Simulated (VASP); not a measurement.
Energy against volume of PtAl2 (fluorite). Calculation: TPSS meta-GGA, VASP's PBE PAW potentials (set 64) (plane waves; VASP). Numerical set-up: 520 eV cut-off, 9×9×9 Γ-centred mesh, first-order Methfessel-Paxton smearing of 0.10 eV, potentials Al Pt.

```tsv
V (Å³/atom)	E (eV/atom)
16.265	-8.25557
16.784	-8.27823
17.303	-8.28528
17.822	-8.27902
```

Q: Fit these four points and predict the energy of the run at 18.341 Å³/atom.

A: A cubic in V^(−2/3), the third-order Birch-Murnaghan form, passes through the four points with V0 = 17.30 Å³/atom and B0 = 137 GPa, and gives -8.2614 eV/atom there. The run gave -8.2615 eV/atom, -0.1 meV/atom from the fit; all five points give B0 = 136 GPa.

The compound is PtAl2 in the fluorite structure. It was relaxed first.
